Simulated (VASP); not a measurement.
# CaHgI3 (Pm-3m) in VASP: reference runs

Aim: a first look at CaHgI3 with PBE, on the cell as given.

All numbers are computed with VASP 6.6.1; they aren't measurements. Logs are shortened: lines on timing, memory, paths and dates and some standing lists are left out, and cuts for length are marked.

**1. The crystal as given**

The structure is cubic, space group Pm-3m (No. 221). The conventional cell has a = 5.946 Å, b = 5.946 Å, c = 5.946 Å, α = 90.00°, β = 90.00°, γ = 90.00°. Around Ca (site symmetry m-3m) lie 12 I at 4.20 Å. Hg (site symmetry m-3m) has 6 I at 2.97 Å as nearest neighbours. I (site symmetry 4/mmm) is surrounded by 2 Hg at 2.97 Å.

The cell was built by a generator and needn't be a form met in nature.

**2. Single point, PBE**

File INCAR:

```
  PREC = Accurate
  ENCUT = 520
  EDIFF = 1E-7
  ISMEAR = -1
  SIGMA = 0.05
  LREAL = F
  LASPH = T
  NELM = 80
  ALGO = Normal
  ISIF = 2
  LWAVE = F
  LCHARG = T
  GGA = PE
  LELF = T
  LVHAR = T
  NBANDS = 30
```

File KPOINTS:

```
Automatic mesh
0
Gamma
  5 5 5
```

File POSCAR:

```
CaHgI3
1.0
    5.9455600000      0.0000000000      0.0000000000
    0.0000000000      5.9455600000      0.0000000000
    0.0000000000      0.0000000000      5.9455600000
Ca Hg I
1 1 3
Direct
    0.5000000000      0.5000000000      0.5000000000
    0.0000000000      0.0000000000      0.0000000000
    0.5000000000      0.0000000000      0.0000000000
    0.0000000000      0.5000000000      0.0000000000
    0.0000000000      0.0000000000      0.5000000000
```

Potentials or basis: VASP PAW PBE potentials, release 64 (Ca_sv, Hg, I).

Started as:

```bash
$ cat potpaw_PBE.64/Ca_sv/POTCAR potpaw_PBE.64/Hg/POTCAR potpaw_PBE.64/I/POTCAR > POTCAR
$ mpirun -np 1 vasp_std > vasp.out
```

OUTCAR:

```text
PREC = Accurate
   ENCUT = 520
   EDIFF = 1E-7
   ISMEAR = -1
   LREAL = F
   LASPH = T
   NELM = 80
   ISIF = 2
   GGA = PE

 ion  position               nearest neighbor table
   1  0.500  0.500  0.500-
   2  0.000  0.000  0.000-   3 2.97   4 2.97   5 2.97   5 2.97   4 2.97   3 2.97
   3  0.500  0.000  0.000-   2 2.97   2 2.97
   4  0.000  0.500  0.000-   2 2.97   2 2.97
   5  0.000  0.000  0.500-   2 2.97   2 2.97

  LATTYP: Found a simple cubic cell.
 ALAT       =     5.9455600000

  Lattice vectors:

 A1 = (   5.9455600000,   0.0000000000,   0.0000000000)
 A2 = (   0.0000000000,   5.9455600000,   0.0000000000)
 A3 = (   0.0000000000,   0.0000000000,   5.9455600000)

Analysis of symmetry for initial positions (statically):
=====================================================================
 Subroutine PRICEL returns:
 Original cell was already a primitive cell.

 Routine SETGRP: Setting up the symmetry group for a
 simple cubic supercell.

 Subroutine GETGRP returns: Found 48 space group operations
 (whereof 48 operations were pure point group operations)
 out of a pool of 48 trial point group operations.

The static configuration has the point symmetry O_h .

Analysis of symmetry for dynamics (positions and initial velocities):
=====================================================================
 Subroutine PRICEL returns:
 Original cell was already a primitive cell.

 Routine SETGRP: Setting up the symmetry group for a
 simple cubic supercell.

 Subroutine GETGRP returns: Found 48 space group operations
 (whereof 48 operations were pure point group operations)
 out of a pool of 48 trial point group operations.

The dynamic configuration has the point symmetry O_h .

 Subroutine INISYM returns: Found 48 space group operations
 (whereof 48 operations are pure point group operations),
 and found     1 'primitive' translations

----------------------------------------------------------------------------------------

                                     Primitive cell

  volume of cell :     210.1737

  direct lattice vectors                    reciprocal lattice vectors
     5.945560000  0.000000000  0.000000000     0.168192735  0.000000000  0.000000000
     0.000000000  5.945560000  0.000000000     0.000000000  0.168192735  0.000000000
     0.000000000  0.000000000  5.945560000     0.000000000  0.000000000  0.168192735

  length of vectors
     5.945560000  5.945560000  5.945560000     0.168192735  0.168192735  0.168192735

  position of ions in fractional coordinates (direct lattice)
     0.500000000  0.500000000  0.500000000
     0.000000000  0.000000000  0.000000000
     0.500000000  0.000000000  0.000000000
     0.000000000  0.500000000  0.000000000
     0.000000000  0.000000000  0.500000000

  ion indices of the primitive-cell ions
   primitive index   ion index
                 1           1
                 2           2
                 3           3
                 4           4
                 5           5

----------------------------------------------------------------------------------------

 KPOINTS: Automatic mesh

Automatic generation of k-mesh.
 Grid dimensions read from file:
 generate k-points for:    5    5    5

 Generating k-lattice:

  Cartesian coordinates                     Fractional coordinates (reciprocal lattice)
     0.033638547  0.000000000  0.000000000     0.200000000  0.000000000  0.000000000
     0.000000000  0.033638547  0.000000000     0.000000000  0.200000000  0.000000000
     0.000000000  0.000000000  0.033638547     0.000000000  0.000000000  0.200000000

  Length of vectors
     0.033638547  0.033638547  0.033638547

  Shift w.r.t. Gamma in fractional coordinates (k-lattice)
     0.000000000  0.000000000  0.000000000

 Subroutine IBZKPT returns following result:
 ===========================================

 Found     10 irreducible k-points:

 Following reciprocal coordinates:
            Coordinates               Weight
  0.000000  0.000000  0.000000      1.000000
  0.200000  0.000000  0.000000      6.000000
  0.400000  0.000000  0.000000      6.000000
  0.200000  0.200000  0.000000     12.000000
  0.400000  0.200000  0.000000     24.000000
  0.400000  0.400000  0.000000     12.000000
  0.200000  0.200000  0.200000      8.000000
  0.400000  0.200000  0.200000     24.000000
  0.400000  0.400000  0.200000     24.000000
  0.400000  0.400000  0.400000      8.000000
   k-points           NKPTS =     10   k-points in BZ     NKDIM =     10   number of bands    NBANDS=     30
   number of dos      NEDOS =    301   number of ions     NIONS =      5
   total plane-waves  NPLWV = 110592
   dimension x,y,z NGX =    48 NGY =   48 NGZ =   48
   dimension x,y,z NGXF=    96 NGYF=   96 NGZF=   96
   ions per type =               1   1   3
   NGX,Y,Z   is equivalent  to a cutoff of  13.42, 13.42, 13.42 a.u.
   NGXF,Y,Z  is equivalent  to a cutoff of  26.84, 26.84, 26.84 a.u.
 SYSTEM =  unknown system
   PREC   = accura    normal or accurate (medium, high low for compatibility)
   ISTART =      0    job   : 0-new  1-cont  2-samecut
   ICHARG =      2    charge: 1-file 2-atom 10-const
   ISPIN  =      1    spin polarized calculation?
   LNONCOLLINEAR =      F non collinear calculations
   LSORBIT =      F    spin-orbit coupling
   LASPH  =      T    aspherical Exc in radial PAW
   ENCUT  =  520.0 eV  38.22 Ry    6.18 a.u.  11.05 11.05 11.05*2*pi/ulx,y,z
   NELM   =     80;   NELMIN=  2; NELMDL= -5     # of ELM steps
   EDIFF  = 0.1E-06   stopping-criterion for ELM
   LREAL  =      F    real-space projection
   EDIFFG = 0.1E-05   stopping-criterion for IOM
   NSW    =      0    number of steps for IOM
   IBRION =     -1    ionic relax: 0-MD 1-quasi-New 2-CG
   NFREE  =      0    steps in history (QN), initial steepest desc. (CG)
   ISIF   =      2    stress and relaxation
   ISYM   =      2    0-nonsym 1-usesym 2-fastsym
   POTIM  = 0.5000    time-step for ionic-motion
   TEBEG  =    0.0;   TEEND  =   0.0 temperature during run
   PSTRESS=    0.0 pullay stress
   NELECT =      43.0000    total number of electrons
   NUPDOWN=      -1.0000    fix difference up-down
   EMIN   =  10.00;   EMAX   =-10.00  energy-range for DOS
   EFERMI =   0.00;   METHOD = LEGACY
   ISMEAR =    -1;   SIGMA  =   0.05  broadening in eV -4-tet -1-fermi 0-gaus
   EFERMI_NEDOS =   21; number of points for ismear=-14 and -15
   IALGO  =     38    algorithm
   IMIX   =      4    mixing-type and parameters
     AMIX     =   0.40;   BMIX     =  1.00
     AMIX_MAG =   1.60;   BMIX_MAG =  1.00
  volume/ion in A,a.u.               =      42.03       283.66
  Fermi-wavevector in a.u.,A,eV,Ry     =   0.964654  1.822932 12.661000  0.930557
  Thomas-Fermi vector in A             =   2.094304
   LORBIT       =      0    0 simple, 1 ext, 2 COOP (PROOUT), +10 PAW based schemes
   GGA     = PE    functional components
   LHFCALC =     F    Hartree Fock is set to
   AEXX    =    0.0000 exact exchange contribution
   IVDW    =     0    specifies the selected vdW correction
   LEPSILON=     F    determine dielectric tensor
   LRPA    =     F    only Hartree local field effects (RPA)
 non-spin polarized calculation
  energy-cutoff  :      520.00
  volume of cell :      210.17
 maximum number of plane-waves:      5695
 NGX is ok and might be reduce to    48
   NGX = 23   NGY = 23   NGZ = 23

 number of electron      42.9999991 magnetization

 Free energy of the ion-electron system (eV)
  ---------------------------------------------------
  ext. energy  EPLUGINS =         0.00000000
  ---------------------------------------------------
  free energy    TOTEN  =        -8.83422693 eV

  energy without entropy =       -8.80882337  energy(sigma->0) =       -8.82152515

 E-fermi :   3.5244     XC(G=0):  -7.8970

 val. band max:        3.3754693527   @ k =   0.4000   0.0000   0.0000
 cond. band min:       3.5304783597   @ k =   0.4000   0.2000   0.0000
 fundamental gap:      0.1550090071
 Fermi energy:         3.5243574753

 k-point     1 :       0.0000    0.0000    0.0000
  band No.  band energies     occupation
      1     -41.3590      2.00000
      2     -22.2630      2.00000
      3     -22.2630      2.00000
      4     -22.2630      2.00000
      5     -10.3531      2.00000
      6      -9.7018      2.00000
[... 22 lines left out ...]
     29       7.7169      0.00000
     30       7.7169      0.00000

 k-point     2 :       0.2000    0.0000    0.0000
  band No.  band energies     occupation
      1     -41.3590      2.00000
      2     -22.2631      2.00000
      3     -22.2630      2.00000
      4     -22.2630      2.00000
      5     -10.2938      2.00000
      6      -9.7283      2.00000
[... 22 lines left out ...]
     29       6.7668      0.00000
     30       7.4847      0.00000

 k-point     3 :       0.4000    0.0000    0.0000
  band No.  band energies     occupation
      1     -41.3590      2.00000
      2     -22.2632      2.00000
      3     -22.2630      2.00000
      4     -22.2630      2.00000
      5     -10.1747      2.00000
      6      -9.7927      2.00000
[... 22 lines left out ...]
     29       5.5002      0.00000
     30       6.9593      0.00000

 k-point     4 :       0.2000    0.2000    0.0000
  band No.  band energies     occupation
      1     -41.3590      2.00000
      2     -22.2631      2.00000
      3     -22.2631      2.00000
      4     -22.2630      2.00000
      5     -10.2351      2.00000
      6      -9.7356      2.00000
[... 22 lines left out ...]
     29       6.4925      0.00000
     30       6.9816      0.00000

 k-point     5 :       0.4000    0.2000    0.0000
  band No.  band energies     occupation
      1     -41.3590      2.00000
      2     -22.2632      2.00000
      3     -22.2631      2.00000
      4     -22.2630      2.00000
      5     -10.1164      2.00000
      6      -9.7894      2.00000
[... 22 lines left out ...]
     29       5.7697      0.00000
     30       6.6160      0.00000

 k-point     6 :       0.4000    0.4000    0.0000
  band No.  band energies     occupation
      1     -41.3590      2.00000
      2     -22.2632      2.00000
      3     -22.2632      2.00000
      4     -22.2630      2.00000
      5      -9.9943      2.00000
      6      -9.7889      2.00000
[... 22 lines left out ...]
     29       6.1139      0.00000
     30       6.3303      0.00000

 k-point     7 :       0.2000    0.2000    0.2000
  band No.  band energies     occupation
      1     -41.3590      2.00000
      2     -22.2631      2.00000
      3     -22.2631      2.00000
      4     -22.2631      2.00000
      5     -10.1776      2.00000
      6      -9.7333      2.00000
[... 22 lines left out ...]
     29       5.9020      0.00000
     30       7.0929      0.00000

 k-point     8 :       0.4000    0.2000    0.2000
  band No.  band energies     occupation
      1     -41.3590      2.00000
      2     -22.2632      2.00000
      3     -22.2631      2.00000
      4     -22.2631      2.00000
      5     -10.0609      2.00000
      6      -9.7865      2.00000
[... 22 lines left out ...]
     29       5.7987      0.00000
     30       6.5281      0.00000

 k-point     9 :       0.4000    0.4000    0.2000
  band No.  band energies     occupation
      1     -41.3590      2.00000
      2     -22.2632      2.00000
      3     -22.2632      2.00000
      4     -22.2631      2.00000
      5      -9.9457      2.00000
      6      -9.7862      2.00000
[... 22 lines left out ...]
     29       6.2573      0.00000
     30       6.8776      0.00000

 k-point    10 :       0.4000    0.4000    0.4000
  band No.  band energies     occupation
      1     -41.3590      2.00000
      2     -22.2632      2.00000
      3     -22.2632      2.00000
      4     -22.2632      2.00000
      5      -9.8523      2.00000
      6      -9.7819      2.00000
[... 22 lines left out ...]
     29       6.7498      0.00000
     30       6.7498      0.00000

------------------------ aborting loop because EDIFF is reached ----------------------------------------

  FORCE on cell =-STRESS in cart. coord.  units (eV):
  Direction    XX          YY          ZZ          XY          YZ          ZX
  --------------------------------------------------------------------------------------
  -------------------------------------------------------------------------------------
  Total        0.1497569      0.1497569      0.1497569     -0.0000000     -0.0000000      0.0000000
  in kB        1.1416136      1.1416136      1.1416136     -0.0000000     -0.0000000      0.0000000
  external PRESSURE =       1.1416136 kB  Pullay stress =       0.0000000 kB

 VOLUME and BASIS-vectors are now :
 -----------------------------------------------------------------------------
  energy-cutoff  :      520.00
  volume of cell :      210.17
      direct lattice vectors                 reciprocal lattice vectors
     5.945560000  0.000000000  0.000000000     0.168192735  0.000000000  0.000000000
     0.000000000  5.945560000  0.000000000     0.000000000  0.168192735  0.000000000
     0.000000000  0.000000000  5.945560000     0.000000000  0.000000000  0.168192735

 POSITION                                       TOTAL-FORCE (eV/Angst)
 -----------------------------------------------------------------------------------
      2.97278      2.97278      2.97278         0.000000      0.000000      0.000000
      0.00000      0.00000      0.00000         0.000000      0.000000      0.000000
      2.97278      0.00000      0.00000         0.000000      0.000000      0.000000
      0.00000      2.97278      0.00000         0.000000      0.000000      0.000000
      0.00000      0.00000      2.97278         0.000000      0.000000      0.000000
 -----------------------------------------------------------------------------------
    total drift:                                0.000000     -0.000000      0.000000

  FREE ENERGIE OF THE ION-ELECTRON SYSTEM (eV)
  ---------------------------------------------------
  free  energy   TOTEN  =        -8.8342269334 eV

  energy  without entropy=       -8.8088233681  energy(sigma->0) =       -8.82152515
```

Wall time 51 s (1 thread of AMD EPYC 9R45 (Zen 5), shared host); peak memory 0.32 GiB.

Results:

```
Free energy            : -8.8342 eV
Pressure               : 0.1 GPa
Band gap on the k mesh : none (metal or under the smearing width)
```

Caveat: an odd number of electrons without spin polarisation forces a metal; a magnetic or distorted state may lie lower.
